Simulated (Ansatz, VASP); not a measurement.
# CeO2: VASP beside Ansatz, part 2 of 3

Wanted: the spread between two codes on one cell, functional and k mesh. The cell is taken from a series of VASP runs on this material, whose earlier steps may have relaxed, scaled or displaced it; both programs get it as it stands.

VASP 6.6.1 and Ansatz 0.2.0.

So far: The structure; VASP: zone-centre phonons, PBE.

### Step 2. VASP: zone-centre phonons, PBE (continued)

Level of this step: PBE, no spin polarisation; plane waves and PAW (Ce, O) (VASP).

Numbers of over 12 decimals in the logs are rounded to 6 here.

From OUTCAR (step 2):

```text
ion  position               nearest neighbor table
   1  0.000  0.000  0.000-   3 2.34   3 2.34   3 2.34   2 2.34   3 2.34   2 2.34   2 2.34   2 2.34

  LATTYP: Found a face centered cubic cell.
 ALAT       =     5.4073000000

 Subroutine GETGRP returns: Found 48 space group operations
 (whereof 48 operations were pure point group operations)

The static configuration has the point symmetry O_h .

 Found     72 irreducible k-points:

   k-points           NKPTS =     72   k-points in BZ     NKDIM =     72   number of bands    NBANDS=     18

   dimension x,y,z NGX =    28 NGY =   28 NGZ =   28
   dimension x,y,z NGXF=    56 NGYF=   56 NGZF=   56

   ENCUT  =  520.0 eV  38.22 Ry    6.18 a.u.   7.11  7.11  7.11*2*pi/ulx,y,z

   NELECT =      24.0000    total number of electrons

 k-points in reciprocal lattice and weights: Automatic mesh
   0.00000000  0.00000000  0.00000000       0.001
   0.08333333  0.00000000  0.00000000       0.005
   0.16666667  0.00000000  0.00000000       0.005
   0.25000000  0.00000000  0.00000000       0.005
   0.33333333  0.00000000  0.00000000       0.005
   0.41666667  0.00000000  0.00000000       0.005
   0.50000000  0.00000000  0.00000000       0.002
   0.08333333  0.08333333  0.00000000       0.003
   0.16666667  0.08333333  0.00000000       0.014
[...]
-0.33333333  0.50000000  0.16666667       0.007
  -0.25000000  0.50000000  0.25000000       0.003

 average (electrostatic) potential at core
       1 -77.1315       2 -67.9785       3 -67.9785

  Total        1.4316815      1.4316815      1.4316815      0.0000000      0.0000000     -0.0000000
  in kB       58.0330760     58.0330760     58.0330760      0.0000000      0.0000000     -0.0000000
  external PRESSURE =      58.0330760 kB  Pullay stress =       0.0000000 kB

  energy-cutoff  :      520.00
  volume of cell :       39.53
      direct lattice vectors                 reciprocal lattice vectors
     0.000000000  2.703650000  2.703650000    -0.184935180  0.184935180  0.184935180
     2.703650000  0.000000000  2.703650000     0.184935180 -0.184935180  0.184935180
     2.703650000  2.703650000  0.000000000     0.184935180  0.184935180 -0.184935180

 POSITION                                       TOTAL-FORCE (eV/Angst)
 -----------------------------------------------------------------------------------
      0.00000      0.00000      0.00000         0.000000      0.000000     -0.000000
      1.35183      1.35183      1.35183         0.000000      0.000000      0.000000
      4.05548      4.05548      4.05548        -0.000000     -0.000000     -0.000000
 -----------------------------------------------------------------------------------
    total drift:                                0.000000      0.000000      0.000000

 MACROSCOPIC STATIC DIELECTRIC TENSOR (including local field effects in DFT)
 ------------------------------------------------------
           7.810180     0.000000     0.000000
          -0.000000     7.810180     0.000000
           0.000000     0.000000     7.810180
 ------------------------------------------------------

 PIEZOELECTRIC TENSOR (including local field effects)  for field in x, y, z        (C/m^2)
          XX          YY          ZZ          XY          YZ          ZX
  --------------------------------------------------------------------------------
  x     0.00000     0.00000     0.00000     0.00000     0.00000     0.00000
  y     0.00000     0.00000     0.00000     0.00000     0.00000     0.00000
  z     0.00000     0.00000     0.00000     0.00000     0.00000     0.00000

 BORN EFFECTIVE CHARGES (including local field effects) (in |e|, cummulative output)
 ---------------------------------------------------------------------------------
 ion    1
    1     5.77750    -0.00000     0.00000
    2     0.00000     5.77750     0.00000
    3     0.00000     0.00000     5.77750
 ion    2
    1    -2.88875     0.00000     0.00000
    2     0.00000    -2.88875     0.00000
    3     0.00000    -0.00000    -2.88875
 ion    3
    1    -2.88875     0.00000     0.00000
    2     0.00000    -2.88875     0.00000
    3     0.00000    -0.00000    -2.88875

 Eigenvectors and eigenvalues of the dynamical matrix
 ----------------------------------------------------

   1 f  =   13.104742 THz    82.339525 2PiTHz  437.127155 cm-1    54.196836 meV
             X         Y         Z           dx          dy          dz
      0.000000  0.000000  0.000000     0.000000   -0.000000   -0.000000
      1.351825  1.351825  1.351825     0.272747    0.652387    0.000000
      4.055475  4.055475  4.055475    -0.272747   -0.652387    0.000000

   2 f  =   13.104742 THz    82.339525 2PiTHz  437.127155 cm-1    54.196836 meV
             X         Y         Z           dx          dy          dz
      0.000000  0.000000  0.000000    -0.000000   -0.000000    0.000000
      1.351825  1.351825  1.351825    -0.000000   -0.000000   -0.707107
      4.055475  4.055475  4.055475     0.000000    0.000000    0.707107

   3 f  =   13.104742 THz    82.339525 2PiTHz  437.127155 cm-1    54.196836 meV
             X         Y         Z           dx          dy          dz
      0.000000  0.000000  0.000000     0.000000    0.000000   -0.000000
      1.351825  1.351825  1.351825     0.652387   -0.272747   -0.000000
      4.055475  4.055475  4.055475    -0.652387    0.272747    0.000000

   4 f  =    8.584712 THz    53.939337 2PiTHz  286.355173 cm-1    35.503501 meV
             X         Y         Z           dx          dy          dz
      0.000000  0.000000  0.000000     0.052240   -0.369385    0.272975
      1.351825  1.351825  1.351825    -0.070858    0.501037   -0.370266
      4.055475  4.055475  4.055475    -0.070858    0.501037   -0.370266

   5 f  =    8.584712 THz    53.939337 2PiTHz  286.355173 cm-1    35.503501 meV
             X         Y         Z           dx          dy          dz
      0.000000  0.000000  0.000000     0.356404   -0.140695   -0.258592
      1.351825  1.351825  1.351825    -0.483431    0.190840    0.350757
      4.055475  4.055475  4.055475    -0.483431    0.190840    0.350757

   6 f  =    8.584712 THz    53.939337 2PiTHz  286.355173 cm-1    35.503501 meV
             X         Y         Z           dx          dy          dz
      0.000000  0.000000  0.000000    -0.289717   -0.239685   -0.268894
      1.351825  1.351825  1.351825     0.392975    0.325111    0.364731
      4.055475  4.055475  4.055475     0.392975    0.325111    0.364731

   7 f/i=    0.298353 THz     1.874607 2PiTHz    9.951984 cm-1     1.233888 meV
             X         Y         Z           dx          dy          dz
      0.000000  0.000000  0.000000    -0.769588   -0.424069   -0.119207
      1.351825  1.351825  1.351825    -0.283686   -0.156320   -0.043942
      4.055475  4.055475  4.055475    -0.283686   -0.156320   -0.043942

   8 f/i=    0.298353 THz     1.874607 2PiTHz    9.951984 cm-1     1.233888 meV
             X         Y         Z           dx          dy          dz
      0.000000  0.000000  0.000000     0.073957    0.112173   -0.876504
      1.351825  1.351825  1.351825     0.027262    0.041349   -0.323097
      4.055475  4.055475  4.055475     0.027262    0.041349   -0.323097

   9 f/i=    0.298353 THz     1.874607 2PiTHz    9.951984 cm-1     1.233888 meV
             X         Y         Z           dx          dy          dz
      0.000000  0.000000  0.000000     0.434252   -0.770645   -0.061984
      1.351825  1.351825  1.351825     0.160074   -0.284075   -0.022849
      4.055475  4.055475  4.055475     0.160074   -0.284075   -0.022849

 MACROSCOPIC STATIC DIELECTRIC TENSOR IONIC CONTRIBUTION
 ------------------------------------------------------
          17.880949    -0.000000    -0.000000
          -0.000000    17.880949    -0.000000
          -0.000000    -0.000000    17.880949
 ------------------------------------------------------

 ELASTIC MODULI CONTR FROM IONIC RELAXATION (kBar)
 Direction    XX          YY          ZZ          XY          YZ          ZX
 --------------------------------------------------------------------------------
 XX          -0.0000     -0.0000     -0.0000      0.0000     -0.0000      0.0000
 YY          -0.0000     -0.0000     -0.0000      0.0000      0.0000      0.0000
 ZZ          -0.0000     -0.0000     -0.0000     -0.0000      0.0000      0.0000
 XY           0.0000      0.0000     -0.0000    -30.4327      0.0000     -0.0000
 YZ          -0.0000      0.0000      0.0000      0.0000    -30.4327     -0.0000
 ZX           0.0000      0.0000      0.0000     -0.0000     -0.0000    -30.4327
 --------------------------------------------------------------------------------

 PIEZOELECTRIC TENSOR IONIC CONTR  for field in x, y, z        (C/m^2)
          XX          YY          ZZ          XY          YZ          ZX
  --------------------------------------------------------------------------------
  x    -0.00000     0.00000     0.00000    -0.00000    -0.00000     0.00000
  y    -0.00000    -0.00000    -0.00000     0.00000     0.00000     0.00000
  z    -0.00000    -0.00000     0.00000     0.00000    -0.00000     0.00000
```

This run has no spin polarisation, so a moment on Ce, if there is one, isn't seen. The gap is read on the k-mesh alone, so it is an upper bound where the band edges lie off the mesh. Energies printed during the response cycles are not total energies of the cell. The dielectric response converges more slowly with the mesh than energies do, so tensor and charges may still move on a finer one. Without U or exact exchange, f electrons of an open shell come out too delocalised.

### Step 3. Ansatz: zone-centre phonons, PBE

Ansatz runs on its default PAW (the set named soft_2) files.

The same cell, functional and mesh now go to Ansatz, which takes its cutoff from its data sets.

File input.yaml:

```yaml
crystal:
  lattice:
    - [0.0, 2.70365, 2.70365]
    - [2.70365, 0.0, 2.70365]
    - [2.70365, 2.70365, 0.0]
  atoms:
    - { symbol: Ce, position: [0.0, 0.0, 0.0] }
    - { symbol: O, position: [0.25, 0.25, 0.25] }
    - { symbol: O, position: [0.75, 0.75, 0.75] }
hamiltonian:
  xc: pbe
  pseudopotentials: { kind: paw }
kpoints:
  mp_grid: { grid: [12, 12, 12] }
scf:
  occupations: { method: fixed }
phonons:
  method: dfpt
  qpoints: [[0, 0, 0]]
  dielectric: true
  rigid_motions: translations
```

Launch:

```console
$ ansatz run input.yaml --threads 4 --pin off --max-ram 9216MiB --backend cpu --events-out ev --progress --plain --runs-dir out
```

What it wrote:

```text
Engine: ansatz 0.2.0, aarch64-unknown-linux-gnu
Pseudopotentials: kind: paw
Pseudopotential: Ce, paw, valence charge 12, recommended cutoff 420 eV (normal), Ce.paw.azcp
Pseudopotential: O, paw, valence charge 6, recommended cutoff 420 eV (normal), O.paw.azcp
Functional definition: PBE
  parameter kappa = 0.804
  parameter beta = 0.066725
  exchange = pbe_x(kappa = kappa, mu = beta*pi^2/3)
  correlation = pbe_c(beta = beta)
Crystal: 3 atoms, lattice volume = 39.526 Å³
Basis set: ecut = 420 eV, 749 PW (Γ), exchange–correlation on 54×54×54 points (8 copies of the dense FFT grid, shifted against one another)
Bands: 16, of which v1, the nominal top of the filled ones, is band 12 counted from 1 (11 counted from 0)
Symmetry: 48 space group operations
k-points: 280 of 1728 (irreducible under 4 space group operations, time reversal used)
Non-local potential: Ce, projectors of the file, l = 0: 3, l = 1: 2, l = 2: 2, l = 3: 3
Non-local potential: O, projectors of the file, l = 0: 2, l = 1: 2, l = 2: 1
PAW form: soft (Blöchl's): semilocal exchange-correlation on the pseudo side does not see the compensation charge
PAW one-centre angular grid: Ce, 590 points (default); XC on 64 Gauss nodes
PAW one-centre angular grid: O, 110 points (default); XC on 64 Gauss nodes
Initial density: superposition of atomic densities (neutral atoms: chi_scale 0, normalization atom), corrected by the library's trained network
Initial wavefunctions: pseudopotential atomic-orbital guess
Functional: x = pbe(κ = 0.804, μ = 0.219515), c = pbe(β = 0.066725)
SCF iter   1: F=—  HF=-7715.800727 eV  |F-HF|=—  |Δ(HF+E_count)|=         —  Δρ=4.38e-3  dr2=4.53e-3  ethr=1.77e-3  ⟨swp⟩=3.4  Hψ=20124  notcnv=0  defer=111
preconditioner: auto → none  [insulator: Δε(μ)=2.019 eV  Ē_g=10.138 eV  n_scr=14 (ndim 8)  ℏωp=27.7 eV  f_vac=0.032  ε∞_Penn≈8.5]
SCF iter   2: F=—  HF=-7715.805102 eV  |F-HF|=—  |Δ(HF+E_count)|=   4.37e-3  Δρ=7.56e-3  dr2=2.47e-2  ethr=1.89e-5  ⟨swp⟩=3.0  Hψ=11185  notcnv=0  defer=483
SCF iter   3: F=—  HF=-7715.805222 eV  |F-HF|=—  |Δ(HF+E_count)|=   1.19e-4  Δρ=6.65e-3  dr2=1.93e-2  ethr=1.89e-5  ⟨swp⟩=3.0  Hψ=9504  notcnv=0  defer=507
SCF iter   4: F=—  HF=-7715.803833 eV  |F-HF|=—  |Δ(HF+E_count)|=   1.39e-3  Δρ=2.66e-3  dr2=3.01e-3  ethr=1.89e-5  ⟨swp⟩=2.6  Hψ=6574  notcnv=0  defer=489
SCF iter   5: F=—  HF=-7715.803734 eV  |F-HF|=—  |Δ(HF+E_count)|=   9.90e-5  Δρ=4.47e-4  dr2=8.93e-5  ethr=1.26e-5  ⟨swp⟩=2.1  Hψ=5980  notcnv=0  defer=529
SCF iter   6: F=—  HF=-7715.803739 eV  |F-HF|=—  |Δ(HF+E_count)|=   4.45e-6  Δρ=2.44e-5  dr2=1.28e-7  ethr=3.72e-7  ⟨swp⟩=2.0  Hψ=5937  notcnv=0  defer=269
SCF iter   7: F=—  HF=-7715.803740 eV  |F-HF|=—  |Δ(HF+E_count)|=   7.99e-7  Δρ=3.53e-6  dr2=4.00e-9  ethr=5.34e-10  ⟨swp⟩=2.1  Hψ=7759  notcnv=0  defer=13
SCF iter   8: F=—  HF=-7715.803740 eV  |F-HF|=—  |Δ(HF+E_count)|=   9.02e-9  Δρ=2.56e-6  dr2=2.73e-9  ethr=1.67e-11  ⟨swp⟩=2.0  Hψ=7599  notcnv=0  defer=13
SCF iter   9: F=-7715.803740 eV  HF=-7715.803740 eV  |F-HF|=2.82e-11  |Δ(HF+E_count)|=  2.02e-10  Δρ=3.07e-7  dr2=3.29e-11  ethr=1.00e-12  ⟨swp⟩=7.4  Hψ=30228  notcnv=0
SCF 1 converged in 9 iterations: F = -7715.803740 eV  dr2 = 3.29e-11
  greatest PAW one-centre occupation: 0.988 electrons in one spin orbital (limit 2), on the Ce atom at site 0 (counted from 0), in its partial waves of l = 0
NSCF: frozen V_eff on 1 k-points
DFPT response loops at Γ: preconditioner auto → none (the input reference at scf.mixing.eps_inf says where Resta's filter doesn't serve); β = 0.50; Broyden in place of MSR1
── the response to a field inside a basis, on 12×12×12 k-points: an SCF that follows is theirs, and a resumed run solves both again ──
Bands: 13, of which v1, the nominal top of the filled ones, is band 12 counted from 1 (11 counted from 0)
k-points: 182 of 1728 (irreducible under 12 space group operations)
Initial density: handed on by an earlier stage of this run
Initial wavefunctions: pseudopotential atomic-orbital guess (no wavefunctions were taken with the density)
Eigensolver: Dense (182 Hₖ)
SCF iter   1: F=—  HF=-7715.803085 eV  |F-HF|=—  |Δ(HF+E_count)|=         —  Δρ=4.96e-4  dr2=1.70e-5  ethr=1.00e-1
preconditioner: auto → none  [insulator: Δε(μ)=1.994 eV  Ē_g=9.989 eV  n_scr=14 (ndim 8)  ℏωp=27.7 eV  f_vac=0.038  ε∞_Penn≈8.7]
SCF iter   2: F=—  HF=-7715.803095 eV  |F-HF|=—  |Δ(HF+E_count)|=   1.00e-5  Δρ=3.48e-4  dr2=4.32e-5  ethr=7.10e-8
SCF iter   3: F=—  HF=-7715.803100 eV  |F-HF|=—  |Δ(HF+E_count)|=   4.84e-6  Δρ=4.32e-4  dr2=6.85e-5  ethr=7.10e-8
SCF iter   4: F=—  HF=-7715.803093 eV  |F-HF|=—  |Δ(HF+E_count)|=   6.45e-6  Δρ=5.30e-5  dr2=3.33e-7  ethr=7.10e-8
SCF iter   5: F=-7715.803094 eV  HF=-7715.803094 eV  |F-HF|=6.67e-9  |Δ(HF+E_count)|=   2.33e-7  Δρ=8.38e-6  dr2=9.19e-9  ethr=1.39e-9
SCF 1 converged in 5 iterations: F = -7715.803094 eV  dr2 = 9.19e-9
DFPT response loops at Γ: mixed as the last ones told, above
SCF converged after 9 iterations
Free energy (F): -7715.803740 eV
Harris-Foulkes:  -7715.803740 eV  (|F-HF|=2.82e-11)
Internal energy: -7715.803740 eV  (E = F + TS)
E sigma→0 (E₀):  -7715.803740 eV
Fermi energy:    11.239945 eV
--- Per-component energies (eV) ---
  E_band       = 32.013898
  E_kinetic    = 740.507697
  E_local      = -918.587300  (includes V_loc(G=0)·N_el)
  E_nonlocal   = 31.557011
  E_hartree    = 327.460698
  E_xc         = -380.206463
  E_vxc        = -448.057498  (∫ρ·V_xc dr)
  E_paw        = -5785.924399  (= ΣΔE_a)
  E_vpaw       = -28.332272  (= ΣTr[D̂ρ^β])
  E_aug_tail   = 0.004861  (compensation charges beyond the density's cutoff)
  E_ewald      = -1730.615845
  E_smearing   = -0.000000  (= −TS)
  E_closure    = 0.000000  (closes the sum)
  Σ components = -7715.803740   (vs F -7715.803740, Δ=0.00e0)
--- Band table (eV; the first three rows and the last of 280) ---
  k-point 0: bands = [... 8 lower, 7.3436, 10.6193, 10.6193, 10.6193, 13.5628, 13.5628, 13.5628, 13.8154]
  k-point 1: bands = [... 8 lower, 7.5252, 10.5529, 10.5926, 10.5926, 13.5562, 13.5562, 13.5634, 13.8243]
  k-point 2: bands = [... 8 lower, 8.0175, 10.3931, 10.5259, 10.5259, 13.5339, 13.5339, 13.5652, 13.8467]
  k-point 279: bands = [... 8 lower, 10.1742, 10.1742, 10.4963, 10.5547, 13.3032, 13.4268, 13.4268, 13.6737]
--- Phonons (Γ-DFPT): 2 representative perturbations + reference, on 280 of 1728 k-points (Σ response iterations 10) ---
  k mesh reduced under 4 symmetry operations, with k and −k counted as one. Each operation leaves every solved perturbation unchanged. A smaller set is not considered because the run solves the response to a homogeneous field
  ASR residual: 1.933e-4 → 0.000e0 eV/Å²; symmetrization residual: 4.627e-7 eV/Å²
  ASR residual per site (eV/Å²): 1.93e-4 1.02e-4 1.02e-4
  Γ frequencies (cm⁻¹): 0.00 0.00 0.00 278.88 278.88 278.88 438.04 438.04 438.04
  ε∞ (high-frequency dielectric tensor):
        7.718644     0.000000     0.000000
        0.000000     7.718644     0.000000
        0.000000     0.000000     7.718644
  ε⁰ (static dielectric tensor: ions relaxed, cell fixed):
       28.204049    -0.000000    -0.000000
       -0.000000    28.204049     0.000000
       -0.000000     0.000000    28.204049
  ε⁰ − ε∞ (ionic part):
       20.485404    -0.000000    -0.000000
       -0.000000    20.485404     0.000000
       -0.000000     0.000000    20.485404
  softest optical mode at Γ: 278.88 cm⁻¹; the repairs (sum rule, projections) moved no ω² at Γ by more than (1.34 cm⁻¹)²
  Born effective charges Z* (e; rows j = field, columns β = displacement):
    site 0:
         5.77376    0.00000   -0.00000
         0.00000    5.77376    0.00000
        -0.00000    0.00000    5.77376
    site 1:
        -2.88688   -0.00000   -0.00000
        -0.00000   -2.88688   -0.00000
         0.00000   -0.00000   -2.88688
    site 2:
        -2.88688   -0.00000    0.00000
        -0.00000   -2.88688    0.00000
        -0.00000   -0.00000   -2.88688
  Z* charge neutrality: 2.845e-3 e pre-enforcement
  solved inside a basis spanned on kpoints, on 12×12×12 k-points, its susceptibility summed on 16×16×16: ε∞ is read to err by 2.4e-2, Z* by 1.9e-2 e (field_mesh: kpoints solves on kpoints); Z* is corrected for what the basis lacks
  optical modes at Γ without the LO–TO term, one row a degenerate level:
      ω (cm⁻¹)  modes    IR ((D/Å)²/amu)
        278.88      3            88.5741
        438.04      3             0.0000
  optical modes at Γ + LO–TO along q̂ = [1.0000, 0.0000, 0.0000]:
      ω (cm⁻¹)  modes    IR ((D/Å)²/amu)
        278.88      2            59.0494
        438.04      3             0.0000
        533.08      1            29.5247
  optical modes at Γ + LO–TO along q̂ = [0.0000, 1.0000, 0.0000]:
      ω (cm⁻¹)  modes    IR ((D/Å)²/amu)
        278.88      2            59.0494
        438.04      3             0.0000
        533.08      1            29.5247
  optical modes at Γ + LO–TO along q̂ = [0.0000, 0.0000, 1.0000]:
      ω (cm⁻¹)  modes    IR ((D/Å)²/amu)
        278.88      2            59.0494
        438.04      3             0.0000
        533.08      1            29.5247
--- Phonons (arbitrary-q DFPT): 1 explicit q-point ---
  q = [0, 0, 0] (of the zone-centre solve; hermiticity 1.16e-7, symmetrization 3.82e-9): -0.00 -0.00 -0.00 278.88 278.88 278.88 438.04 438.04 438.04
  sum rule: each row above includes the acoustic sum rule's correction from the zone centre's row sums; it moved no ω² by more than (1.32 cm⁻¹)²
```

It took 55 s on 4 threads of Arm Neoverse V2, shared host; peak memory 1.2 GiB.

### Step 4. Side by side

Known differences besides the potentials themselves: the cutoff is 420 eV in Ansatz and 520 eV in VASP. Total energies have different zeros and are not compared.

Compared:

| quantity | Ansatz | VASP | difference |
| --- | --- | --- | --- |
| ε∞ xx | 7.72 | 7.81 | -1.17 % |
| ε∞ yy | 7.72 | 7.81 | -1.17 % |
| ε∞ zz | 7.72 | 7.81 | -1.17 % |
| Born charge of Ce1 (mean of the diagonal) (e) | 5.77 | 5.78 | 0.00 |
| Born charge of O2 (mean of the diagonal) (e) | -2.89 | -2.89 | 0.00 |
| optical mode 1 to 3 (cm⁻¹) | 278.9 | 286.4 | -2.61 % |
| optical mode 4 to 6 (cm⁻¹) | 438.0 | 437.1 | +0.21 % |

Modes are paired by rising frequency and degeneracy, not by their patterns, so a pair may still set unlike modes beside each other.

### Step 5. Other set-ups

Further runs change the set-up of one program: Ansatz's method, potentials or start, or VASP's data sets, cutoff or form of LDA. The table gives Ansatz less VASP for each quantity, since a change that brings one quantity closer may part another.

```csv
run,ε∞ xx (%),ε∞ yy (%),ε∞ zz (%),optical mode 1 to 3 (%),optical mode 4 to 6 (%),Born charge of Ce1 (mean of the diagonal) (e)
as above,-1.2,-1.2,-1.2,-2.6,0.21,-0.0037
Ansatz's all-electron LAPW method,,,,-2.4,0.25,
Ansatz's larger PAW set (cutoff 900 eV),-0.53,-0.53,-0.53,-2.0,0.12,-0.0063
```

(Continued in part 3 of 3.)

[Lines on the potential files, build, host, timing and source positions are cut from VASP's logs without a mark.]

[Logs are printed without paths, hosts, clocks, repeated set-up lines and the standing remarks that a program may print on its own settings, such as how far it seeks lower states.]

[Hosts, paths, dates, database ids (printed as entryN), source tags and the programs' standing remarks are cut or masked in the printed files.]
